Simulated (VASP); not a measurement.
CsLiCr2Te2S3:

```
Cs Li Cr Te S
1.0
     7.28959   -2.10433    0.01772
     7.28959    2.10433    0.01772
    -2.53315    0.00000    7.28100
Cs Li Cr Te S
1 1 2 2 3
Direct
  0.50000 0.50000 0.00000
  0.00000 0.00000 0.50000
  0.32870 0.32870 0.43300
  0.67130 0.67130 0.56700
  0.80672 0.80672 0.17427
  0.19328 0.19328 0.82573
  0.16358 0.16358 0.39713
  0.83642 0.83642 0.60287
  0.50000 0.50000 0.50000
```

The cell was built by a generator and needn't be a form met in nature.

| Quantity | Value |
| --- | --- |
| Program | VASP 6.6.1 |
| Task | single point |
| Functional | PBE |
| Potentials or basis | VASP PAW PBE potentials, release 64 (Cs_sv, Li_sv, Cr_pv, Te, S) |
| Cutoff | 520 eV |
| k mesh | 7 × 7 × 4 |
| Occupations | fermi-dirac, width 0.05 eV |
| Spin | collinear spin, ferromagnetic start |
| Starting moments | [0.0, 0.0, 3.0, 3.0, 0.0, 0.0, 0.0, 0.0, 0.0] μB |

On this cell: largest force 0.029 eV/Å; net moment 5.24 μB per cell; site moments Cs +0.00; Li +0.00; Cr +2.84; Te -0.14; S -0.15, -0.04 μB; band gap on the k mesh none (metal or under the smearing width).

The same run follows on a disturbed copy (atoms moved at random, drawn with an rms of 0.05 Å):

```xyz
9
Lattice="7.2896 -2.1043 0.0177 7.2896 2.1043 0.0177 -2.5332 0.0000 7.2810" Properties=species:S:1:pos:R:3 pbc="T T T"
Cs    7.2449    0.0046   -0.0074
Li   -1.3080    0.0102    3.6791
Cr    3.7236   -0.0123    3.1971
Cr    8.3702    0.0023    4.1425
Te   11.3061   -0.0243    1.2539
Te    0.7062   -0.0055    6.0560
S     1.3619   -0.0424    2.8704
S    10.6835    0.0306    4.4206
S     5.9899    0.0240    3.6500
```

**Question.** What does the disturbed cell give?

**Answer.** The energy (extrapolated to zero smearing) moves by +5.2 meV/atom; largest force 0.577 eV/Å; net moment 5.29 μB per cell; site moments Cs -0.00; Li +0.00; Cr +2.84, +2.89; Te -0.14; S -0.15, -0.04 μB; band gap on the k mesh none (metal or under the smearing width).

Forces on the atoms (eV/Å):
```
Cs   0.027 -0.006  0.049
Li   0.039  0.196  0.033
Cr  -0.475  0.089 -0.314
Cr  -0.119 -0.125  0.061
Te   0.029  0.031  0.180
Te  -0.039  0.024 -0.236
S    0.212  0.225  0.130
S   -0.121 -0.218  0.065
S    0.447 -0.217  0.032
```

Caveats: only a ferromagnetic start was run, and an antiferromagnetic order may lie lower in energy.
